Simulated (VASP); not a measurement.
Input:

```yaml
crystal:
  lattice:
    - [4.10587, 0.00000, 0.00000]
    - [0.00000, 4.06074, 0.00000]
    - [0.00000, 0.00000, 4.19958]
  atoms:
    - { symbol: Sc, position: [0.00000, 0.00000, 0.00000] }
    - { symbol: Al, position: [0.00000, 0.50000, 0.50000] }
    - { symbol: Al, position: [0.50000, 0.00000, 0.50000] }
    - { symbol: Al, position: [0.50603, 0.50000, 0.00000] }
```

All values below come from PBE GGA, VASP's PBE PAW potentials (set 64) (plane waves; VASP 6.6.1). Settings: 400 eV cut-off, 8×8×8 Monkhorst-Pack mesh, first-order Methfessel-Paxton smearing of 0.10 eV, potentials Sc_sv Al.

Question: Which forces act on the atoms, in eV/Å?

Answer: 
```json
[
 {"atom": "Sc1", "Fx": "0.112", "Fy": "0.000", "Fz": "0.000"},
 {"atom": "Al2", "Fx": "0.038", "Fy": "0.000", "Fz": "0.000"},
 {"atom": "Al3", "Fx": "0.003", "Fy": "0.000", "Fz": "0.000"},
 {"atom": "Al4", "Fx": "-0.152", "Fy": "0.000", "Fz": "0.000"}
]
```

Question: Give the stress tensor in GPa (positive for a compressed cell).

Answer: 
```
-0.23   0.00   0.00
 0.00   1.17   0.00
 0.00   0.00  -3.45
```
The pressure is its mean diagonal, -0.84 GPa.

The compound is Al3Sc in the L1_2 structure. The cell was not relaxed at this level, atoms are displaced from their ideal sites. The run is one of a series of settings (KPOINTS 8×8×8 Monkhorst-Pack mesh against the base run), some of them coarse on purpose.
